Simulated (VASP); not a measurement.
Crystal: MnAs.

```xyz
2
Lattice="0.0000 2.4873 2.4873 2.4873 0.0000 2.4873 2.4873 2.4873 0.0000" Properties=species:S:1:pos:R:3 pbc="T T T"
Mn    0.0000    0.0000    0.0000
As    1.2437    1.2437    1.2437
```

The cell was built by a generator and needn't be a form met in nature.

```yaml
Program: VASP 6.6.1
Task: relaxation of cell and atoms
Functional: LDA
Potentials_or_basis: VASP PAW LDA potentials, release 64 (Mn_pv, As)
Cutoff: 600 eV
k_mesh: 12 × 12 × 12
Occupations: gaussian, width 0.03 eV
Spin: collinear spin, ferromagnetic start
Starting_moments: "[4.0, 0.0] μB"
```

At the start: pressure 23.9 GPa; volume 15.39 Å³/atom.

Q: Where does the relaxation end?

A: Over 5 steps the energy falls by 184.4 meV/atom and the volume is 18.72 Å³/atom (+21.7 %); space group F-43m (No. 216, to 0.05 Å); moment 2.31 μB per cell.

Step by step:
```tsv
step	energy change (eV)	largest force (eV/Å)	pressure (GPa)	volume (Å³)
1	0.0000	0.0000	23.90	30.78
2	-0.2763	0.0000	-5.16	42.18
3	-0.3676	0.0000	0.74	37.08
4	-0.3685	0.0000	-0.37	37.63
5	-0.3687	0.0000	0.02	37.45
```

Final structure:
```
Mn As
1.0
     0.00000    2.65539    2.65539
     2.65539    0.00000    2.65539
     2.65539    2.65539    0.00000
Mn As
1 1
Direct
  0.00000 0.00000 0.00000
  0.25000 0.25000 0.25000
```

Caveat: the volume moved by over 15 % at a fixed basis, so the end points are rough; a cell with one magnetic atom can't hold antiferromagnetic order, which such compounds often take.
